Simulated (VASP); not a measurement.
# Si: relaxation of cell and atoms with PBEsol

Crystal: Si.

```
Si
1.0
     0.00000    2.71785    2.71785
     2.71785    0.00000    2.71785
     2.71785    2.71785    0.00000
Si
2
Direct
  0.75000 0.75000 0.75000
  0.50000 0.50000 0.50000
```

```
Program                : VASP 6.6.1
Task                   : relaxation of cell and atoms
Functional             : PBEsol
Potentials or basis    : VASP PAW PBE potentials, release 64 (Si)
Cutoff                 : 600 eV
k mesh                 : 10 × 10 × 10
Occupations            : gaussian, width 0.03 eV
Spin                   : no spin polarisation
Further INCAR settings : ALGO = Normal; EDIFF = 1e-07; IBRION = 2; EDIFFG = -0.005; NSW = 90; ISIF = 3
```

* Pressure after relaxing: 0.0 GPa
* Band gap on the k mesh: 0.47 eV, indirect (least direct gap 2.52 eV)

Final structure:
```
Si
1.0
     0.00000    2.71785    2.71785
     2.71785    0.00000    2.71785
     2.71785    2.71785    0.00000
Si
2
Cartesian
  4.0768 4.0768 4.0768
  2.7178 2.7178 2.7178
```

Levels at points of the mesh, in eV from the valence-band top:
| k point | band 1 | band 2 | band 3 | band 4 | band 5 | band 6 | band 7 | band 8 |
| --- | --- | --- | --- | --- | --- | --- | --- | --- |
| (0.00, 0.00, 0.00) | -11.97 | 0.00 | 0.00 | 0.00 | 2.52 | 2.52 | 2.52 | 3.29 |
| (0.50, 0.00, 0.00) | -9.63 | -7.00 | -1.20 | -1.20 | 1.46 | 3.27 | 3.27 | 7.51 |
| (0.50, 0.50, 0.00) | -7.82 | -7.82 | -2.87 | -2.87 | 0.59 | 0.59 | 10.04 | 10.04 |

Wall time 6.4 s on 4 MPI ranks on Intel(R) Xeon(R) Platinum 8175M CPU @ 2.50GHz (Skylake/Cascade Lake), on a shared host, peak memory 0.16 GiB a rank.

Caveat: the relaxation stopped at its first step, so nothing moved; the PAW data sets were made with another functional, which shifts forces and pressure a little. A k mesh can miss the band edges.
